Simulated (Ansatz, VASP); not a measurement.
**YSi2 in two plane-wave programs**

Aim: how closely do two programs agree when they are given the same cell, functional and k mesh?

Program: Ansatz 0.2.0. Level of theory: plane waves, with VASP 6.6.1 beside it; single point at LDA. Results are calculated unless marked as measured.

## (1) The starting structure

Symmetry: P6/mmm, No. 191, hexagonal system. The conventional cell has a = 4.005 Å, b = 4.005 Å, c = 3.929 Å, α = 90.00°, β = 90.00°, γ = 120.00°. Y has 12 Si at 3.03 Å nearest. Si has 3 Si at 2.31 Å and 6 Y at 3.03 Å nearest. Farther neighbours are not listed.

Coordinates:

```cif
data_structure
_symmetry_space_group_name_H-M 'P 1'
_symmetry_Int_Tables_number 1
_cell_length_a 7.9718
_cell_length_b 7.9718
_cell_length_c 16.8302
_cell_angle_alpha 110.189
_cell_angle_beta 110.189
_cell_angle_gamma 120.948
_cell_volume 654.81
loop_
_atom_site_label
_atom_site_type_symbol
_atom_site_fract_x
_atom_site_fract_y
_atom_site_fract_z
_atom_site_occupancy
Y1 Y 0.00000 0.00000 0.00000 1
Y2 Y 0.50000 0.50000 0.00000 1
Y3 Y 0.50000 0.00000 0.16667 1
Y4 Y 0.00000 0.50000 0.16667 1
Y5 Y 0.00000 0.00000 0.33333 1
Y6 Y 0.50000 0.50000 0.33333 1
Y7 Y 0.50000 0.00000 0.50000 1
Y8 Y 0.00000 0.50000 0.50000 1
Y9 Y 0.00000 0.00000 0.66667 1
Y10 Y 0.50000 0.50000 0.66667 1
Y11 Y 0.50000 0.00000 0.83333 1
Y12 Y 0.00000 0.50000 0.83333 1
Si13 Si 0.41667 0.58333 0.16667 1
Si14 Si 0.91667 0.08333 0.16667 1
Si15 Si 0.91667 0.58333 0.33333 1
Si16 Si 0.41667 0.08333 0.33333 1
Si17 Si 0.41667 0.58333 0.50000 1
Si18 Si 0.91667 0.08333 0.50000 1
Si19 Si 0.91667 0.58333 0.66667 1
Si20 Si 0.41667 0.08333 0.66667 1
Si21 Si 0.41667 0.58333 0.83333 1
Si22 Si 0.91667 0.08333 0.83333 1
Si23 Si 0.91667 0.58333 0.00000 1
Si24 Si 0.41667 0.08333 0.00000 1
Si25 Si 0.58333 0.41667 0.16667 1
Si26 Si 0.08333 0.91667 0.16667 1
Si27 Si 0.08333 0.41667 0.33333 1
Si28 Si 0.58333 0.91667 0.33333 1
Si29 Si 0.58333 0.41667 0.50000 1
Si30 Si 0.08333 0.91667 0.50000 1
Si31 Si 0.08333 0.41667 0.66667 1
Si32 Si 0.58333 0.91667 0.66667 1
Si33 Si 0.58333 0.41667 0.83333 1
Si34 Si 0.08333 0.91667 0.83333 1
Si35 Si 0.08333 0.41667 0.00000 1
Si36 Si 0.58333 0.91667 0.00000 1
```

## (2) Ansatz: single point, LDA

Ansatz runs on its default PAW (the set named soft_2) files.

A single point gives forces, pressure and levels at one fixed geometry, so differences don't come from the geometry; what else differs is listed under the comparison.

Contents of input.yaml:

```yaml
crystal:
  lattice:
    - [-6.0071833986, 3.4682489523, 3.9286570014]
    - [6.0071833986, -3.4682489523, 3.9286570014]
    - [6.0071833986, 10.4047468569, -11.7859710042]
  atoms:
    - { symbol: "Y", position: [0.0, 0.0, 0.0] }
    - { symbol: "Y", position: [0.5, 0.5, 0.0] }
    - { symbol: "Y", position: [0.5, 0.0, 0.1666666667] }
    - { symbol: "Y", position: [0.0, 0.5, 0.1666666667] }
    - { symbol: "Y", position: [0.0, 0.0, 0.3333333333] }
    - { symbol: "Y", position: [0.5, 0.5, 0.3333333333] }
    - { symbol: "Y", position: [0.5, 0.0, 0.5] }
    - { symbol: "Y", position: [0.0, 0.5, 0.5] }
    - { symbol: "Y", position: [0.0, 0.0, 0.6666666667] }
    - { symbol: "Y", position: [0.5, 0.5, 0.6666666667] }
    - { symbol: "Y", position: [0.5, 0.0, 0.8333333333] }
    - { symbol: "Y", position: [0.0, 0.5, 0.8333333333] }
    - { symbol: Si, position: [0.4166666667, 0.5833333333, 0.1666666667] }
    - { symbol: Si, position: [0.9166666666, 0.0833333333, 0.1666666667] }
    - { symbol: Si, position: [0.9166666667, 0.5833333334, 0.3333333333] }
    - { symbol: Si, position: [0.4166666666, 0.0833333333, 0.3333333333] }
    - { symbol: Si, position: [0.4166666667, 0.5833333334, 0.5] }
    - { symbol: Si, position: [0.9166666666, 0.0833333333, 0.5] }
    - { symbol: Si, position: [0.9166666666, 0.5833333333, 0.6666666667] }
    - { symbol: Si, position: [0.4166666667, 0.0833333334, 0.6666666667] }
    - { symbol: Si, position: [0.4166666667, 0.5833333333, 0.8333333333] }
    - { symbol: Si, position: [0.9166666667, 0.0833333334, 0.8333333333] }
    - { symbol: Si, position: [0.9166666667, 0.5833333334, 0.0] }
    - { symbol: Si, position: [0.4166666667, 0.0833333334, 0.0] }
    - { symbol: Si, position: [0.5833333334, 0.4166666666, 0.1666666667] }
    - { symbol: Si, position: [0.0833333334, 0.9166666666, 0.1666666667] }
    - { symbol: Si, position: [0.0833333334, 0.4166666667, 0.3333333333] }
    - { symbol: Si, position: [0.5833333333, 0.9166666666, 0.3333333333] }
    - { symbol: Si, position: [0.5833333334, 0.4166666667, 0.5] }
    - { symbol: Si, position: [0.0833333334, 0.9166666666, 0.5] }
    - { symbol: Si, position: [0.0833333334, 0.4166666667, 0.6666666667] }
    - { symbol: Si, position: [0.5833333334, 0.9166666666, 0.6666666667] }
    - { symbol: Si, position: [0.5833333334, 0.4166666666, 0.8333333333] }
    - { symbol: Si, position: [0.0833333334, 0.9166666666, 0.8333333333] }
    - { symbol: Si, position: [0.0833333334, 0.4166666666, 0.0] }
    - { symbol: Si, position: [0.5833333333, 0.9166666666, 0.0] }
hamiltonian:
  xc: lda
  pseudopotentials: { kind: paw }
kpoints:
  mp_grid: { grid: [5, 5, 5] }
scf:
  occupations: { method: methfessel_paxton, width: 0.2 }
  n_extra_bands: 13
output:
  forces: true
  stress: true
  eigenvalues: true
```

Started as:

```bash
$ ansatz run input.yaml --threads 8 --pin off --max-ram 18432MiB --backend cpu --events-out ev --progress --plain --runs-dir out
```

Numbers of over 12 decimals in the logs are rounded to 6 here.

Log:

```text
scf.n_extra_bands = 13 over 114 filled bands (N_el = 228.0): the run solves 127 bands
Engine: ansatz 0.2.0, aarch64-unknown-linux-gnu
Pseudopotentials: kind: paw
Pseudopotential: Y, paw, valence charge 11, recommended cutoff 420 eV (normal), Y.paw.azcp
Pseudopotential: Si, paw, valence charge 4, recommended cutoff 420 eV (normal), Si.paw.azcp
Functional definition: SPW92
  exchange = slater_x
  correlation = pw_c
Crystal: 36 atoms, lattice volume = 654.810 Å³
Basis set: ecut = 420 eV, 12835 PW (Γ)
Bands: 127, of which v1, the nominal top of the filled ones, is band 114 counted from 1 (113 counted from 0)
Symmetry: 96 space group operations
Space group: P6/mmm (ITA 191), of the structure as read, at distance tolerance 8.7e-5 Å
k-points: 27 of 125
Non-local potential: Y, projectors of the file, l = 0: 3, l = 1: 2, l = 2: 2, l = 3: 1
Non-local potential: Si, projectors of the file, l = 0: 2, l = 1: 2, l = 2: 2
PAW form: soft (Blöchl's): semilocal exchange-correlation on the pseudo side does not see the compensation charge
PAW frozen core: Y, regenerated for the run's functional, and the local potential with it (the file was generated under x = pbe(κ = 0.804, μ = 0.219515), c = pbe(β = 0.066725))
PAW frozen core: Si, regenerated for the run's functional, and the local potential with it (the file was generated under x = pbe(κ = 0.804, μ = 0.219515), c = pbe(β = 0.066725))
PAW one-centre angular grid: Y, 590 points (default); XC on 64 Gauss nodes
PAW one-centre angular grid: Si, 110 points (default); XC on 64 Gauss nodes
Initial density: superposition of atomic densities (neutral atoms: chi_scale 0, normalization atom), corrected by the library's trained network
Initial wavefunctions: pseudopotential atomic-orbital guess
Functional: x = slater, c = lda
SCF iter   1: F=—  HF=-59576.702959 eV  |F-HF|=—  |Δ(HF+E_count)|=         —  Δρ=4.64e-3  dr2=7.82e-2  ethr=1.77e-3  ⟨swp⟩=5.7  Hψ=15708  notcnv=0
preconditioner: auto → Kerker (q_TF=auto, 2.288 Å⁻¹)  [metal: Δε(μ)=0.012 eV  Ē_g=5.782 eV  σ=0.200 eV  W_gap=0.05  n_scr=126 (ndim 8)  ℏωp=16.7 eV  f_vac=0.000  D(μ)=23.70/eV (n_scr^D=190)]
SCF iter   2: F=—  HF=-59576.687075 eV  |F-HF|=—  |Δ(HF+E_count)|=   1.59e-2  S|Δr|=    0.00e0  Δρ=2.68e-3  dr2=2.89e-2  ethr=3.43e-5  ⟨swp⟩=1.4  Hψ=4170  notcnv=0
SCF iter   3: F=—  HF=-59576.678493 eV  |F-HF|=—  |Δ(HF+E_count)|=   8.58e-3  S|Δr|=    0.00e0  Δρ=2.76e-4  dr2=4.36e-4  ethr=1.27e-5  ⟨swp⟩=3.0  Hψ=6812  notcnv=0
SCF iter   4: F=—  HF=-59576.678363 eV  |F-HF|=—  |Δ(HF+E_count)|=   1.30e-4  S|Δr|=    0.00e0  Δρ=3.18e-5  dr2=6.16e-6  ethr=1.91e-7  ⟨swp⟩=2.9  Hψ=6354  notcnv=0
SCF iter   5: F=—  HF=-59576.679033 eV  |F-HF|=—  |Δ(HF+E_count)|=   6.69e-4  S|Δr|=    0.00e0  Δρ=8.93e-6  dr2=6.98e-7  ethr=2.70e-9  ⟨swp⟩=2.9  Hψ=6688  notcnv=0
SCF iter   6: F=-59576.679033 eV  HF=-59576.679033 eV  |F-HF|=1.26e-8  |Δ(HF+E_count)|=   1.19e-7  S|Δr|=    0.00e0  Δρ=1.86e-6  dr2=3.02e-8  ethr=4.39e-11  ⟨swp⟩=8.2  Hψ=14204  notcnv=0
SCF 1 converged in 6 iterations: F = -59576.679033 eV  dr2 = 3.02e-8
  greatest PAW one-centre occupation: 0.992 electrons in one spin orbital (limit 2), on the Y atom at site 11 (counted from 0), in its partial waves of l = 0
SCF converged after 6 iterations
Stability not checked: this state was not tested for a lower state beside it, because cold or Methfessel-Paxton smearing, or corrected tetrahedra, fill the levels in a way that the test cannot read (fill_not_monotonic; see scf.lower_state_search)
Free energy (F): -59576.679033 eV
Harris-Foulkes:  -59576.679033 eV  (|F-HF|=1.26e-8)
Internal energy: -59576.644451 eV  (E = F + TS)
E sigma→0 (E₀):  -59576.670387 eV
Entropy (-TS):   -0.034581 eV (-0.961 meV/atom)
Fermi energy:    11.369143 eV
--- Per-component energies (eV) ---
  E_band       = -711.406226
  E_kinetic    = 4720.404068
  E_local      = -7093.513998  (includes V_loc(G=0)·N_el)
  E_nonlocal   = 1293.139470
  E_hartree    = 2345.730985
  E_xc         = -3422.937717
  E_vxc        = -3574.918470  (∫ρ·V_xc dr)
  E_paw        = -44360.270595  (= ΣΔE_a)
  E_vpaw       = -747.980850  (= ΣTr[D̂ρ^β])
  E_aug_tail   = 0.000151  (compensation charges beyond the density's cutoff)
  E_ewald      = -13065.175782
  E_core_change = 5.978967  (= ΣΔE_core)
  E_smearing   = -0.034581  (= −TS)
  E_closure    = -0.000000  (closes the sum)
  Σ components = -59576.679033   (vs F -59576.679033, Δ=0.00e0)
--- Forces (eV/Å), atoms counted from 1 ---
  atom   1  Y     -0.00000000    -0.00000000     0.00000000
  atom   2  Y     -0.00000000    -0.00000000    -0.00000000
  atom   3  Y     -0.00000000    -0.00000000     0.00000000
  atom   4  Y     -0.00000000    -0.00000000    -0.00000000
  atom   5  Y     -0.00000000     0.00000000     0.00000000
  atom   6  Y      0.00000000     0.00000000     0.00000000
  atom   7  Y      0.00000000     0.00000000     0.00000000
  atom   8  Y     -0.00000000     0.00000000     0.00000000
  atom   9  Y      0.00000000    -0.00000000    -0.00000000
  atom  10  Y      0.00000000    -0.00000000     0.00000000
  atom  11  Y     -0.00000000     0.00000000    -0.00000000
  atom  12  Y      0.00000000     0.00000000    -0.00000000
  atom  13  Si    -0.01002415     0.00578745    -0.00000000
  atom  14  Si    -0.01002415     0.00578745    -0.00000000
  atom  15  Si    -0.01002415     0.00578745    -0.00000000
  atom  16  Si    -0.01002415     0.00578745    -0.00000000
  atom  17  Si    -0.01002415     0.00578745    -0.00000000
  atom  18  Si    -0.01002415     0.00578745    -0.00000000
  atom  19  Si    -0.01002415     0.00578745    -0.00000000
  atom  20  Si    -0.01002415     0.00578745    -0.00000000
  atom  21  Si    -0.01002415     0.00578745    -0.00000000
  atom  22  Si    -0.01002415     0.00578745    -0.00000000
  atom  23  Si    -0.01002415     0.00578745    -0.00000000
  atom  24  Si    -0.01002415     0.00578745    -0.00000000
[...]
atom  29  Si     0.01002415    -0.00578745     0.00000000
  atom  30  Si     0.01002415    -0.00578745     0.00000000
  atom  31  Si     0.01002415    -0.00578745     0.00000000
  atom  32  Si     0.01002415    -0.00578745     0.00000000
  atom  33  Si     0.01002415    -0.00578745     0.00000000
  atom  34  Si     0.01002415    -0.00578745     0.00000000
  atom  35  Si     0.01002415    -0.00578745     0.00000000
  atom  36  Si     0.01002415    -0.00578745     0.00000000
  max |Σ_I F_I| component: 5.78e-17 eV/Å
--- Stress (GPa, compression-positive) ---
        0.950946       0.002954      -0.000000
        0.002954       0.954357       0.000000
        0.000000       0.000000      -1.813854
  P = ⅓ Tr σ = 0.0305 GPa (0.305 kbar)
--- Band table (eV; the first three rows and the last of 27) ---
  k-point 0: bands = [... 110 lower, 11.0914, 11.4564, 11.4564, 11.4564, 11.4564, 11.7846, 11.7846, 12.2118, ... 9 higher]
  k-point 1: bands = [... 110 lower, 11.1205, 11.1263, 11.1263, 11.4738, 11.4738, 11.5488, 11.6175, 11.7652, ... 9 higher]
  k-point 2: bands = [... 110 lower, 10.8865, 11.0552, 11.1558, 11.2060, 11.2060, 11.2729, 11.3380, 11.3380, ... 9 higher]
  k-point 26: bands = [... 110 lower, 11.1274, 11.4737, 11.6112, 11.6182, 11.7652, 11.7932, 11.7934, 11.8113, ... 9 higher]
```

The job ended after 22 s (8 threads of Arm Neoverse V2, shared host; peak memory 4.8 GiB).

The run ends at a pressure of 0.03 GPa, with forces up to 0.012 eV/Å.

## (3) VASP: single point, LDA

The same cell, functional (in two slightly different forms), mesh and smearing now go to VASP, with its own data sets and cutoff.

Lines of VASP's logs that name or quote its potential files are left out, and so is its time.

Contents of INCAR:

```
SYSTEM = YSi2
PREC = Normal
ENCUT = 320
EDIFF = 1E-05
NELM = 120
ISMEAR = 1
SIGMA = 0.2
LREAL = Auto
ALGO = Fast
GGA = CA
LORBIT = 11
LWAVE = .FALSE.
LCHARG = .FALSE.
KPAR = 4
```

Contents of POSCAR:

```
YSi2
1.0
   -6.0071833986      3.4682489523      3.9286570014
    6.0071833986     -3.4682489523      3.9286570014
    6.0071833986     10.4047468569    -11.7859710042
Y Si
12 24
Direct
    0.0000000000      0.0000000000      0.0000000000
    0.5000000000      0.5000000000      0.0000000000
    0.5000000000      0.0000000000      0.1666666667
    0.0000000000      0.5000000000      0.1666666667
    0.0000000000      0.0000000000      0.3333333333
    0.5000000000      0.5000000000      0.3333333333
    0.5000000000      0.0000000000      0.5000000000
    0.0000000000      0.5000000000      0.5000000000
    0.0000000000      0.0000000000      0.6666666667
    0.5000000000      0.5000000000      0.6666666667
    0.5000000000      0.0000000000      0.8333333333
    0.0000000000      0.5000000000      0.8333333333
    0.4166666667      0.5833333333      0.1666666667
    0.9166666666      0.0833333333      0.1666666667
    0.9166666667      0.5833333334      0.3333333333
    0.4166666666      0.0833333333      0.3333333333
    0.4166666667      0.5833333334      0.5000000000
    0.9166666666      0.0833333333      0.5000000000
    0.9166666666      0.5833333333      0.6666666667
    0.4166666667      0.0833333334      0.6666666667
    0.4166666667      0.5833333333      0.8333333333
    0.9166666667      0.0833333334      0.8333333333
    0.9166666667      0.5833333334      0.0000000000
    0.4166666667      0.0833333334      0.0000000000
    0.5833333334      0.4166666666      0.1666666667
    0.0833333334      0.9166666666      0.1666666667
    0.0833333334      0.4166666667      0.3333333333
    0.5833333333      0.9166666666      0.3333333333
    0.5833333334      0.4166666667      0.5000000000
    0.0833333334      0.9166666666      0.5000000000
    0.0833333334      0.4166666667      0.6666666667
    0.5833333334      0.9166666666      0.6666666667
    0.5833333334      0.4166666666      0.8333333333
    0.0833333334      0.9166666666      0.8333333333
    0.0833333334      0.4166666666      0.0000000000
    0.5833333333      0.9166666666      0.0000000000
```

Contents of KPOINTS:

```
Automatic mesh
0
Gamma
5 5 5
0 0 0
```

PAW data sets: Y_sv and Si (LDA family, release 64).

Started as:

```bash
$ mpirun -np 4 vasp_std
```

Log:

```text
[banner, memory and clock lines left out]
running    4 mpi-ranks, on    1 nodes
[...]
LDA part: xc-table for (Slater(with rela. corr.)+CA(PZ))
 , standard interpolation
 POSCAR, INCAR and KPOINTS ok, starting setup
[...]
entering main loop
       N       E                     dE             d eps       ncg     rms          rms(c)
DAV:   1     0.964915303767E+03    0.96492E+03   -0.78572E+04  7344   0.109E+03
DAV:   2    -0.152874282165E+03   -0.11178E+04   -0.10782E+04  8512   0.294E+02
DAV:   3    -0.250329075732E+03   -0.97455E+02   -0.95132E+02  9960   0.649E+01
DAV:   4    -0.259697512516E+03   -0.93684E+01   -0.93009E+01 11248   0.167E+01
[...]
RMM:  18    -0.248766671967E+03   -0.20383E-03   -0.14488E-03 11902   0.759E-02    0.346E-01
RMM:  19    -0.248767126458E+03   -0.45449E-03   -0.30896E-03 13723   0.989E-02    0.374E-01
RMM:  20    -0.248766880867E+03    0.24559E-03   -0.50006E-04 10518   0.419E-02    0.302E-01
WARNING in EDDRMM: call to ZHEGV failed, returncode =   6  3    112
RMM:  21    -0.248766765932E+03    0.11494E-03   -0.38686E-04 10028   0.306E-02    0.252E-01
RMM:  22    -0.248766604850E+03    0.16108E-03   -0.34276E-04 10970   0.388E-02    0.152E-01
WARNING in EDDRMM: call to ZHEGV failed, returncode =   6  3     85
RMM:  23    -0.248766575307E+03    0.29543E-04   -0.21934E-04  9054   0.225E-02    0.112E-01
RMM:  24    -0.248766578605E+03   -0.32980E-05   -0.98061E-05  5793   0.107E-02
   1 F= -.24876658E+03 E0= -.24875515E+03  d E =-.342917E-01
```

Parts of OUTCAR (step 3):

```text
  Total        3.5403007      3.5621691     -7.5633266      0.0189386      0.0000000     -0.0000000
  in kB        8.6623451      8.7158523    -18.5058135      0.0463386      0.0000000     -0.0000000
  external PRESSURE =      -0.3758721 kB  Pullay stress =       0.0000000 kB

 POSITION                                       TOTAL-FORCE (eV/Angst)
 -----------------------------------------------------------------------------------
      0.00000      0.00000      0.00000        -0.000000     -0.000000      0.000000
      0.00000      0.00000      3.92866        -0.000000     -0.000000      0.000000
     -2.00239      3.46825     -0.00000        -0.000000     -0.000000      0.000000
      4.00479      0.00000     -0.00000        -0.000000     -0.000000      0.000000
      2.00239      3.46825     -3.92866        -0.000000     -0.000000      0.000000
      2.00239      3.46825      0.00000        -0.000000     -0.000000      0.000000
      0.00000      6.93650     -3.92866        -0.000000     -0.000000      0.000000
      6.00718      3.46825     -3.92866        -0.000000     -0.000000      0.000000
      4.00479      6.93650     -7.85731        -0.000000     -0.000000      0.000000
      4.00479      6.93650     -3.92866        -0.000000     -0.000000      0.000000
      2.00239     10.40475     -7.85731        -0.000000     -0.000000      0.000000
      8.00958      6.93650     -7.85731        -0.000000     -0.000000      0.000000
      2.00239      1.15608      1.96433        -0.009358      0.005403     -0.000000
     -4.00479      4.62433      1.96433        -0.009358      0.005403     -0.000000
[...]
-----------------------------------------------------------------------------------
    total drift:                                0.000000     -0.000000     -0.000000

  FREE ENERGIE OF THE ION-ELECTRON SYSTEM (eV)
  ---------------------------------------------------
  free  energy   TOTEN  =      -248.7665786053 eV

  energy  without entropy=     -248.7322869348  energy(sigma->0) =     -248.75514805

[... 2 further parts left out ...]
[key lines of the parts left out:]
E-fermi :   7.4354
```

The run ends at a pressure of -0.04 GPa, with forces up to 0.011 eV/Å.

## (4) Differences

Known differences besides the potentials themselves: the two LDA forms differ slightly; the cutoff is 420 eV in Ansatz and 320 eV in VASP (PREC = Normal, projectors in real space); VASP's log shows a relativistic correction to its local exchange, Ansatz's none. Total energies have different zeros and are not compared.

Both answers:

```tsv
quantity	Ansatz	VASP	difference
pressure (GPa)	0.03	-0.04	+0.07
```

VASP's last cycles still show a density residual of 1e-02, so its state may not be settled. Ansatz's pressure holds a Pulay correction of 0.03 GPa; VASP's holds none.

## (5) What came out

```json
{
  "difference in pressure (single point, LDA)": "0.068 GPa"
}
```

The difference in pressure is 0.068 GPa (single point, LDA), within the 1 GPa picked in this series as the mark of a large difference. Such differences can come from data sets, numerical settings and the points named under the comparisons, not from the functional's error against experiment.

[Lines on the potential files, build, host, timing and source positions are cut from VASP's logs without a mark.]

[Logs are printed without paths, hosts, clocks, repeated set-up lines and the standing remarks that a program may print on its own settings, such as how far it seeks lower states.]

[Hosts, paths, dates, database ids (printed as entryN), source tags and the programs' standing remarks are cut or masked in the printed files.]
